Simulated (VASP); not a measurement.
A run of VASP 6.6.1:

File INCAR:

```
PREC = Accurate
ENCUT = 520
EDIFF = 1E-7
ISMEAR = -1
SIGMA = 0.05
LREAL = F
LASPH = T
NELM = 100
ALGO = Normal
ISIF = 2
LWAVE = F
LCHARG = F
GGA = PS
NBANDS = 24
```

Contents of KPOINTS:

```
Automatic mesh
0
Gamma
  7 7 7
```

Contents of POSCAR:

```
ScF3
1.0
    4.0124500000      0.0000000000      0.0000000000
    0.0000000000      4.0124500000      0.0000000000
    0.0000000000      0.0000000000      4.0124500000
Sc F
1 3
Direct
    0.0000000000      0.0000000000      0.0000000000
    0.0000000000      0.0000000000      0.5000000000
    0.0000000000      0.5000000000      0.0000000000
    0.5000000000      0.0000000000      0.0000000000
```

Potentials or basis: VASP PAW PBE potentials, release 64 (Sc_sv, F).

Run with:

```sh
$ cat potpaw_PBE.64/Sc_sv/POTCAR potpaw_PBE.64/F/POTCAR > POTCAR
$ mpirun -np 1 vasp_std > vasp.out
```

Hardware: 1 thread of AMD EPYC 7R43 64-Core Processor (Zen 3), with other jobs on the host.

**Question.** Estimate the wall time of this run.

**Answer.** Wall time 32 s on 1 thread of AMD EPYC 7R43 64-Core Processor (Zen 3) (shared host), peak memory 0.14 GiB. Counts: scf iterations 16, k points 20.
